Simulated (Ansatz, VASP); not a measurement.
# BeCd in two plane-wave programs, part 2 of 2

One calculation is typed for both programs; each brings its own data sets. How far apart do they land? The cell is generated by rule, not measured, and may not be a known phase. The cell is taken from a series of runs on this material, whose earlier steps may have relaxed, scaled, displaced or heated it; both programs get it as it stands.

VASP 6.6.1 and Ansatz 0.2.0.

So far: Starting point; VASP: zone-centre phonons, PBEsol.

The structure was built from a prototype and need not be the compound's stable phase.

## Step 3: Ansatz: zone-centre phonons, PBEsol

Level of this step: Ansatz beside VASP: Kohn-Sham DFT, plane waves, PBEsol (Ansatz).

Ansatz runs on norm-conserving files, of PseudoDojo where its log says so.

The same cell, functional, mesh and smearing now go to Ansatz, which takes its cutoff from its data sets.

Input file input.yaml:

```yaml
crystal:
  lattice:
    - [4.0341220441, 0.0, 0.0]
    - [0.0, 2.9197657647, 0.0]
    - [0.0, 0.0, 4.9483847759]
  atoms:
    - { symbol: Be, position: [0.25, 0.0, 0.3642647507] }
    - { symbol: Be, position: [0.75, 0.0, 0.6357352493] }
    - { symbol: Cd, position: [0.25, 0.5, 0.7987551826] }
    - { symbol: Cd, position: [0.75, 0.5, 0.2012448174] }
kpoints:
  mp_grid: { grid: [10, 14, 8] }
hamiltonian:
  xc: pbesol
  pseudopotentials: { kind: nc, accuracy: standard }
scf:
  occupations: { method: methfessel_paxton, width: 0.2 }
output:
  eigenvalues: true
phonons:
  method: dfpt
```

Launch:

```console
> ansatz run input.yaml --threads 4 --pin off --max-ram 7168MiB --backend cpu --events-out ev --progress --plain --runs-dir out
```

Numbers of over 12 decimals in the logs are rounded to 6 here.

What it wrote:

```text
zone centre: on kpoints.mp_grid the ground state, and the responses unless they are solved on pairs of k-points, stand on 240 of the mesh's 1120 k-points, reduced under 4 symmetry operations, with k and −k counted as one. Each operation leaves every solved displacement unchanged or reverses it
Engine: ansatz 0.2.0, aarch64-unknown-linux-gnu
Pseudopotentials: kind: nc
Pseudopotential: Be, nc, valence charge 4, recommended cutoff 1197.300995 eV (normal), Be.nc.azcp (PseudoDojo's, or run here from an input of PseudoDojo's; its table is named by hamiltonian.pseudopotentials.accuracy)
Pseudopotential: Cd, nc, valence charge 20, recommended cutoff 1387.780699 eV (normal), Cd.nc.azcp (PseudoDojo's, or run here from an input of PseudoDojo's; its table is named by hamiltonian.pseudopotentials.accuracy)
Functional definition: PBEsol
  exchange = pbesol_x
  correlation = pbesol_c
Crystal: 4 atoms, lattice volume = 58.285 Å³
Basis set: ecut = 1387.780699 eV, 6831 PW (Γ), exchange–correlation on 100×72×128 points (8 copies of the dense FFT grid, shifted against one another)
Bands: 29, of which v1, the nominal top of the filled ones, is band 24 counted from 1 (23 counted from 0)
Symmetry: 8 space group operations
k-points: 240 of 1120 (irreducible under 4 space group operations, time reversal used)
Non-local potential: Be, projectors of the file, l = 0: 2, l = 1: 2
Non-local potential: Cd, projectors of the file, l = 0: 2, l = 1: 2, l = 2: 2
Initial density: superposition of atomic densities (chi_scale 0.1, normalization cell, long waves kept (reshape's long-wave potential 0.00 eV rms))
Initial wavefunctions: pseudopotential atomic-orbital guess
Functional: x = pbesol(κ = 0.804, μ = 0.123457), c = pbesol(β = 0.046)
SCF iter   1: F=—  HF=-10290.528247 eV  |F-HF|=—  |Δ(HF+E_count)|=         —  Δρ=5.91e-2  dr2=3.98e0  ethr=3.10e-3  ⟨swp⟩=6.7  Hψ=32267  notcnv=0
preconditioner: auto → Kerker (q_TF=auto, 2.641 Å⁻¹)  [metal: Δε(μ)=0.009 eV  Ē_g=10.311 eV  σ=0.200 eV  W_gap=0.04  n_scr=16 (ndim 8)  ℏωp=25.7 eV  f_vac=0.000  D(μ)=0.55/eV (n_scr^D=2)]
SCF iter   2: F=—  HF=-10289.685663 eV  |F-HF|=—  |Δ(HF+E_count)|=   8.43e-1  S|Δr|=    0.00e0  Δρ=2.95e-2  dr2=1.14e0  ethr=3.10e-3  ⟨swp⟩=2.1  Hψ=12867  notcnv=0  defer=100
SCF iter   3: F=—  HF=-10289.369891 eV  |F-HF|=—  |Δ(HF+E_count)|=   3.16e-1  S|Δr|=    0.00e0  Δρ=9.50e-3  dr2=1.32e-1  ethr=2.38e-3  ⟨swp⟩=2.1  Hψ=9848  notcnv=0  defer=102
SCF iter   4: F=—  HF=-10289.335871 eV  |F-HF|=—  |Δ(HF+E_count)|=   3.40e-2  S|Δr|=    0.00e0  Δρ=2.64e-3  dr2=3.30e-3  ethr=2.75e-4  ⟨swp⟩=2.4  Hψ=11484  notcnv=0  defer=102
SCF iter   5: F=—  HF=-10289.334614 eV  |F-HF|=—  |Δ(HF+E_count)|=   1.26e-3  S|Δr|=    0.00e0  Δρ=9.83e-4  dr2=3.65e-4  ethr=6.87e-6  ⟨swp⟩=2.0  Hψ=13495  notcnv=0  defer=101
SCF iter   6: F=—  HF=-10289.334522 eV  |F-HF|=—  |Δ(HF+E_count)|=   9.21e-5  S|Δr|=    0.00e0  Δρ=2.91e-4  dr2=4.48e-5  ethr=7.60e-7  ⟨swp⟩=2.6  Hψ=12349  notcnv=0  defer=101
SCF iter   7: F=—  HF=-10289.334510 eV  |F-HF|=—  |Δ(HF+E_count)|=   1.19e-5  S|Δr|=    0.00e0  Δρ=9.52e-5  dr2=2.66e-6  ethr=9.33e-8  ⟨swp⟩=2.8  Hψ=11625  notcnv=0  defer=101
SCF iter   8: F=—  HF=-10289.334434 eV  |F-HF|=—  |Δ(HF+E_count)|=   7.62e-5  S|Δr|=    0.00e0  Δρ=1.22e-5  dr2=6.37e-8  ethr=5.54e-9  ⟨swp⟩=2.0  Hψ=12637  notcnv=0  defer=101
SCF iter   9: F=—  HF=-10289.334434 eV  |F-HF|=—  |Δ(HF+E_count)|=   2.83e-9  S|Δr|=    0.00e0  Δρ=4.65e-6  dr2=6.31e-9  ethr=1.33e-10  ⟨swp⟩=2.0  Hψ=11757  notcnv=0  defer=101
SCF iter  10: F=—  HF=-10289.334434 eV  |F-HF|=—  |Δ(HF+E_count)|=   1.66e-9  S|Δr|=    0.00e0  Δρ=1.24e-6  dr2=3.79e-10  ethr=1.31e-11  ⟨swp⟩=2.0  Hψ=11878  notcnv=0  defer=101
SCF iter  11: F=-10289.334434 eV  HF=-10289.334434 eV  |F-HF|=1.82e-12  |Δ(HF+E_count)|=  1.18e-10  S|Δr|=    0.00e0  Δρ=1.26e-7  dr2=4.63e-12  ethr=1.00e-12  ⟨swp⟩=9.7  Hψ=52387  notcnv=0
SCF 1 converged in 11 iterations: F = -10289.334434 eV  dr2 = 4.63e-12
DFPT response loops at Γ: preconditioner auto → Kerker (q_TF=auto, 2.641 Å⁻¹) (partly filled bands, converged f_vac=0.000); β = 1.00, the filter's whole step (`scf.mixing.beta` (0.50) is not read by the response loops under this deck's `scf.mixing.preconditioner`; to damp them name `kerker` or `kerker_dos`, under which they read `scf.mixing.beta`, and type it under 1.00, their step now; both keys bind the ground state too); Broyden in place of MSR1
SCF converged after 11 iterations
Stability not checked: this state was not tested for a lower state beside it, because cold or Methfessel-Paxton smearing, or corrected tetrahedra, fill the levels in a way that the test cannot read (fill_not_monotonic; see scf.lower_state_search)
Free energy (F): -10289.334434 eV
Harris-Foulkes:  -10289.334434 eV  (|F-HF|=1.82e-12)
Internal energy: -10289.335750 eV  (E = F + TS)
E sigma→0 (E₀):  -10289.334763 eV
Entropy (-TS):   0.001316 eV (0.329 meV/atom)
Fermi energy:    13.872781 eV
--- Per-component energies (eV) ---
  E_band       = -1154.547839
  E_kinetic    = 3799.905614
  E_local      = -9183.695993  (includes V_loc(G=0)·N_el)
  E_nonlocal   = -329.376526
  E_hartree    = 2935.028158
  E_xc         = -1437.890790
  E_vxc        = -1311.437258  (∫ρ·V_xc dr)
  E_ewald      = -6073.306212
  E_smearing   = 0.001316  (= −TS)
  E_closure    = -0.000000  (closes the sum)
  Σ components = -10289.334434   (vs F -10289.334434, Δ=0.00e0)
--- Band table (eV; the first three rows and the last of 240) ---
  k-point 0: bands = [... 20 lower, 4.9986, 9.7345, 10.3196, 11.1813, 15.4669, 17.1619, 18.0447, 18.8011, ... 1 higher]
  k-point 1: bands = [... 20 lower, 4.9413, 8.5573, 11.3237, 11.6412, 15.4945, 16.6572, 18.1381, 18.3868, ... 1 higher]
  k-point 2: bands = [... 20 lower, 4.7950, 7.2999, 11.7204, 13.3049, 15.5828, 15.6841, 17.8039, 18.3927, ... 1 higher]
  k-point 239: bands = [... 20 lower, 10.6810, 10.6810, 10.9078, 10.9078, 13.4629, 13.4629, 14.4797, 14.4797, ... 1 higher]
--- Phonons (Γ-DFPT): 6 representative perturbations + reference, on 240 of 1120 k-points (Σ response iterations 22) ---
  k mesh reduced under 4 symmetry operations, with k and −k counted as one. Each operation leaves every solved displacement unchanged or reverses it
  ASR residual: 4.609e-5 → 0.000e0 eV/Å²; symmetrization residual: 3.963e-6 eV/Å²
  ASR residual per site (eV/Å²): 3.07e-5 3.07e-5 4.61e-5 4.61e-5
  Γ frequencies (cm⁻¹): 0.00 0.00 0.00 62.35 116.37 132.53 266.83 286.02 323.68 328.22 362.01 425.39
  non-analytic LO–TO correction: not included (Born effective charges unavailable; polar crystals: no LO–TO splitting at Γ)
```

Reading the cycles: dr2 is the Hartree energy of the density residual (eV), the measure of convergence; HF is the Harris–Foulkes estimate of the energy, which meets the free energy F at convergence.

## Step 4: Side by side

Known differences besides the potentials themselves: the data sets hold 48 valence electrons in Ansatz (on norm-conserving files, of PseudoDojo where its log says so) and 28 in VASP; the cutoff is 1387.78 eV in Ansatz and 600 eV in VASP. Total energies have different zeros and are not compared.

Both answers:

```
             quantity  Ansatz   VASP  difference
optical mode 1 (cm⁻¹)    62.4   62.0     +0.51 %
optical mode 2 (cm⁻¹)   116.4  117.8     -1.18 %
optical mode 3 (cm⁻¹)   132.5  134.2     -1.21 %
optical mode 4 (cm⁻¹)   266.8  267.9     -0.41 %
optical mode 5 (cm⁻¹)   286.0  287.4     -0.47 %
optical mode 6 (cm⁻¹)   323.7  324.9     -0.36 %
optical mode 7 (cm⁻¹)   328.2  328.5     -0.10 %
optical mode 8 (cm⁻¹)   362.0  363.7     -0.46 %
optical mode 9 (cm⁻¹)   425.4  428.0     -0.62 %
```

Modes are paired by rising frequency, not by their patterns, so a pair may set unlike modes beside each other; they are those without the splitting of longitudinal modes.

## Step 5: Summary of results

```yaml
r_m_s_difference_of_the_optical_zone_centre_modes_each_program_s_sorted_by_frequency_zone_centre_phonons_pbesol: 1.5 cm⁻¹
difference_in_optical_mode_3_zone_centre_phonons_pbesol: -1.2 %
```

**Reading.** The r.m.s. difference of the optical zone-centre modes, each program's sorted by frequency is 1.5 cm⁻¹ (zone-centre phonons, PBEsol). The data sets hold unlike numbers of valence electrons (48 in Ansatz and 28 in VASP), so part of the differences comes from the potentials. Among the rows given in per cent, the largest difference of the zone-centre phonons, PBEsol pair is in optical mode 3, -1.2 %. Such differences can come from data sets, numerical settings and the points named under the comparisons, not from the functional's error against experiment.

[Lines on the potential files, build, host, timing and source positions are cut from VASP's logs without a mark.]

[Logs are printed without paths, hosts, clocks, repeated set-up lines and the standing remarks that a program may print on its own settings, such as how far it seeks lower states.]

[Hosts, paths, dates, database ids (printed as entryN), source tags and the programs' standing remarks are cut or masked in the printed files.]
